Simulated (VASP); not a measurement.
Input:

```
CELL_PARAMETERS angstrom
      0.00000     2.94618     2.94618
      2.94618     0.00000     2.94618
      2.94618     2.94618     0.00000
ATOMIC_POSITIONS crystal
  In 0.00000 0.00000 0.00000
  As 0.25000 0.25000 0.25000
```

Calculation: LDA (Ceperley-Alder, Perdew-Zunger), VASP's LDA PAW potentials (set 64) (plane waves; VASP). Settings: 500 eV cut-off, 11×11×11 Γ-centred mesh, first-order Methfessel-Paxton smearing of 0.10 eV, potentials In_d As.

Unless said otherwise, spin-orbit coupling is left out, though it shifts the bands of the heavy elements here.

Estimate the energy per atom (σ→0), pressure, band gap (on the k-mesh) with the smallest direct gap where there is one.

```
Quantity                                                    Result
------------------------  ----------------------------------------
band gap (on the k-mesh)  none (metal, semimetal or under 0.01 eV)
energy per atom (σ→0)                               -4.488 eV/atom
pressure                                                  4.94 GPa
```

Only differences to runs with the same potentials and settings are physical.

The compound is InAs in the zinc blende structure. It was relaxed first under an external pressure of 5 GPa.
